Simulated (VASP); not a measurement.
The system is SnTe.

```
Sn Te
1.0
     0.00000    3.18581    3.18581
     3.18581    0.00000    3.18581
     3.18581    3.18581    0.00000
Sn Te
1 1
Direct
  0.00000 0.00000 0.00000
  0.50000 0.50000 0.50000
```

The cell is a database's computed one.

```yaml
Program: VASP 6.6.1
Task: relaxation of cell and atoms
Functional: PBEsol
Potentials_or_basis: VASP PAW PBE potentials, release 64 (Sn_d, Te)
Cutoff: 600 eV
k_mesh: 12 × 12 × 12
Occupations: gaussian, width 0.1 eV
Spin: no spin polarisation
```

At the start: pressure -1.7 GPa; volume 32.33 Å³/atom.

Question: Where does the relaxation end?

Answer: Over 3 steps the energy falls by 6.6 meV/atom and the volume is 31.11 Å³/atom (-3.8 %); space group Fm-3m (No. 225, to 0.05 Å).

Step by step:
| step | energy change (eV) | largest force (eV/Å) | pressure (GPa) | volume (Å³) |
| --- | --- | --- | --- | --- |
| 1 | 0.0000 | 0.0000 | -1.67 | 64.67 |
| 2 | -0.0122 | 0.0000 | 0.52 | 61.56 |
| 3 | -0.0133 | 0.0000 | 0.01 | 62.21 |

Final structure:
```cif
data_structure
_symmetry_space_group_name_H-M 'P 1'
_symmetry_Int_Tables_number 1
_cell_length_a 4.4477
_cell_length_b 4.4477
_cell_length_c 4.4477
_cell_angle_alpha 60.000
_cell_angle_beta 60.000
_cell_angle_gamma 60.000
_cell_volume 62.21
loop_
_atom_site_label
_atom_site_type_symbol
_atom_site_fract_x
_atom_site_fract_y
_atom_site_fract_z
_atom_site_occupancy
Sn1 Sn 0.00000 0.00000 0.00000 1
Te1 Te 0.50000 0.50000 0.50000 1
```

Caveat: the PAW data sets were made with another functional, which shifts forces and pressure a little.
